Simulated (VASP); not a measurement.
Input:

```yaml
crystal:
  lattice:
    - [0.03635, 4.06646, 3.92952]
    - [4.06646, 0.03635, 3.92952]
    - [2.05141, 2.05141, 0.00000]
  atoms:
    - { symbol: Al, position: [0.00000, 0.00000, 0.00000] }
    - { symbol: Ag, position: [0.00000, 0.50000, 0.00000] }
    - { symbol: Ag, position: [0.50000, 0.00000, 0.00000] }
    - { symbol: Ag, position: [0.50000, 0.50000, 0.00000] }
```

Computed with PBEsol GGA, VASP's PBE PAW potentials (set 64) (plane waves; VASP). Numerical set-up: 400 eV cut-off, 8×8×15 Γ-centred mesh, tetrahedra with Blöchl corrections, potentials Al Ag.

Problem. Estimate the energy per atom (σ→0), band gap (on the k-mesh) with the smallest direct gap where there is one.

Solution. 
```
Item                                                        Result
------------------------  ----------------------------------------
band gap (on the k-mesh)  none (metal, semimetal or under 0.01 eV)
energy per atom (σ→0)                               -3.583 eV/atom
```

Only differences to runs with the same potentials and settings are physical.

The structure was generated: Ag3Al was put into an ordered model structure (Cmmm), which need not be its known phase. It was relaxed first.
